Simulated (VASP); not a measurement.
Input for VASP

### INCAR
```
SYSTEM = KZnF3
PREC = Accurate
ENCUT = 520
EDIFF = 1E-7
NELM = 100
ALGO = Normal
LREAL = .FALSE.
LASPH = .TRUE.
ISMEAR = 0
SIGMA = 0.05
GGA = PE
IVDW = 12
LMAXMIX = 4
LWAVE = .FALSE.
LCHARG = .FALSE.
ISIF = 2
```

POSCAR:
```
KZnF3
4.0989520
  0.9999999667   0.0000000000   0.0000000000
  0.0000000000   0.9999999667   0.0000000000
  0.0000000000   0.0000000000   0.9999999667
K Zn F
1 1 3
Direct
  0.0000000000   0.0000000000   0.0000000000
  0.5000000000   0.5000000000   0.5000000000
  0.5000000000   0.0000000000   0.5000000000
  0.0000000000   0.5000000000   0.5000000000
  0.5000000000   0.5000000000   0.0000000000
```

File KPOINTS:
```
Automatic
0
gamma
 6 6 6
0 0 0
```

POTCAR, in this order: K_sv Zn F (PBE.64 set). Program: vasp_std.

**Question.** Write an equivalent input for Ansatz.

**Answer.** One equivalent input (not run):
Ansatz 0.2 input:
```yaml
crystal:
  lattice:
    - [4.0989519, 0.0000000, 0.0000000]
    - [0.0000000, 4.0989519, 0.0000000]
    - [0.0000000, 0.0000000, 4.0989519]
  atoms:
    - { symbol: K, position: [0.0000000, 0.0000000, 0.0000000] }
    - { symbol: Zn, position: [0.5000000, 0.5000000, 0.5000000] }
    - { symbol: F, position: [0.5000000, 0.0000000, 0.5000000] }
    - { symbol: F, position: [0.0000000, 0.5000000, 0.5000000] }
    - { symbol: F, position: [0.5000000, 0.5000000, 0.0000000] }
kpoints:
  mp_grid: { grid: [6, 6, 6] }
hamiltonian:
  xc: pbe
  dispersion: d3bj
  pseudopotentials: { kind: paw }
scf:
  occupations: { method: gaussian, width: 0.05 }
  max_iter: 100
output: { forces: true, stress: true, eigenvalues: true }
```
What does not carry over: each code has its own PAW files, so the cut-off isn't converted (ENCUT is set for VASP's; basis.ecutwfc is left out, and Ansatz then takes the one that its files recommend); Ansatz stops its SCF on the density residual and VASP on the energy change (EDIFF).

The compound is KZnF3 in the cubic perovskite structure. It was relaxed first.
